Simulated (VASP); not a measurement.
A run of VASP 6.6.1 is set up as follows.

File INCAR:

```
PREC     = Accurate       # precision mode
ENCUT    = 520            # plane-wave cutoff, eV
EDIFF    = 1E-6           # SCF threshold, eV
ISMEAR   = 0              # smearing method
SIGMA    = 0.03           # smearing width, eV
LREAL    = False          # projectors in reciprocal space
LASPH    = True           # aspherical terms in the spheres
NELM     = 80             # most SCF steps
ALGO     = Normal         # electronic algorithm
ISIF     = 2              # what is computed and relaxed
LWAVE    = False          # write WAVECAR
LCHARG   = False          # write CHGCAR
METAGGA  = R2SCAN         # meta-GGA
LMIXTAU  = True         
LUSE_VDW = True         
IVDW_NL  = 2            
BPARAM   = 11.95        
CPARAM   = 0.0093       
NBANDS   = 35             # bands
ICORELEVEL= 1            
LUSENCCL = False
```

KPOINTS

```
regular mesh
0
Gamma
  9 9 7
```

POSCAR

```
Al2O3                                   
1.0
    2.3740219373      1.3706422063      4.3190107801
   -2.3740219373      1.3706422063      4.3190107801
    0.0000000000     -2.7412844126      4.3190107801
  Al              O             
     4     6
Direct
     0.3518994872624913    0.3518994872624913    0.3518994872624913
     0.1481005127375087    0.1481005127375087    0.1481005127375087
     0.6481005127375087    0.6481005127375087    0.6481005127375087
     0.8518994872624913    0.8518994872624913    0.8518994872624913
     0.5563167171636492    0.9436832828363508    0.2500000000000000
     0.2500000000000000    0.5563167171636492    0.9436832828363508
     0.9436832828363508    0.2500000000000000    0.5563167171636492
     0.4436832828363508    0.0563167171636492    0.7500000000000000
     0.7500000000000000    0.4436832828363508    0.0563167171636492
     0.0563167171636492    0.7500000000000000    0.4436832828363508
```

The input KPOINTS_OPT:

```
explicit points
188
Reciprocal
 0.0000000000  0.0000000000  0.0000000000 1
 0.0263157895  0.0000000000  0.0000000000 1
 0.0526315789  0.0000000000  0.0000000000 1
 0.0789473684  0.0000000000  0.0000000000 1
 0.1052631579  0.0000000000  0.0000000000 1
 0.1315789474  0.0000000000  0.0000000000 1
[... 180 lines left out ...]
 0.6331197603  0.6331197603  0.2337604795 1
 0.6331197603  0.3668802397  0.0000000000 1
```

Potentials or basis: VASP PAW PBE potentials, release 64 (Al, O).

Launch:

```bash
$ cat potpaw_PBE.64/Al/POTCAR potpaw_PBE.64/O/POTCAR > POTCAR
$ mpirun -np 1 vasp_std > vasp.out
```

Q: What does it give for the pressure?

A: 0.3 GPa.

Q: Estimate the largest force.

A: 0.003 eV/Å.

Q: What does it give for the band gap on the k mesh?

A: 7.20 eV, direct.

Core levels (eV, on the scale of the bands):
```csv
atom,levels
1 Al,"1s -1522.0, 2s -101.6, 2p -62.6"
2 Al,"1s -1522.0, 2s -101.6, 2p -62.6"
3 Al,"1s -1522.0, 2s -101.6, 2p -62.6"
4 Al,"1s -1522.0, 2s -101.6, 2p -62.6"
5 O,1s -510.3
6 O,1s -510.3
```

Caveat: the PAW data sets were made with another functional, which shifts forces and pressure a little.

**Experimental background.**

From “Multi-petahertz electron interference in Cr:Al2O3 solid-state material”, 2018, pmc:5906618, for a bulk crystal of Al2O3: band gap 8.7 eV (optical).

A measured gap of Al2O3 is 8.7 eV (optical; quoted in “Multi-petahertz electron interference in Cr:Al2O3 solid-state material”, 2018, pmc:5906618); the calculated 7.20 eV misses it by -1.50 eV. The value is that of r2SCAN+rVV10, without temperature or zero-point motion.
